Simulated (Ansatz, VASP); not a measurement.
## CsInH4: VASP beside Ansatz

```
Cs In H
1.0
     4.23656    0.00000    0.00000
     0.00000    4.23656    0.00000
     0.00000    0.00000    6.88710
Cs In H
1 1 4
Cartesian
  2.1183 2.1183 3.4436
  0.0000 0.0000 0.0000
  0.0000 0.0000 3.8469
  2.1183 2.1183 0.3859
  2.1183 2.1183 6.5012
  0.0000 0.0000 3.0402
```

Change from the starting cell: species swapped into the CeDyC4 type (P4/mmm, No. 123).

Alike in both runs: functional PBE; k mesh 10 × 10 × 6; occupations gaussian, width 0.1 eV; no spin polarisation.

Ansatz relaxed the structure, and its values are those at the end. VASP's run is a single point on that final structure, the one shown.

|  | VASP | Ansatz |
| --- | --- | --- |
| version | VASP 6.6.1 | Ansatz 0.2.0 |
| potentials or method | VASP PAW PBE potentials, release 64 (Cs_sv, In_d, H) | scalar-relativistic, plane waves, PAW |
| plane-wave cutoff (eV) | 520 | 420 |
| valence electrons in the cell | 26 | 26 |

```csv
,VASP,Ansatz,Ansatz less VASP
gap on the k mesh at the Fermi level (eV),none,none,-
pressure (GPa),0.0,0.0,+0.07
rms of the force components (eV/Å),0.005,0.002,-0.0025
```

A gap of «none» marks a metal or a gap that the smearing closes.

Spin-orbit coupling is left out, which matters for the levels of Cs.
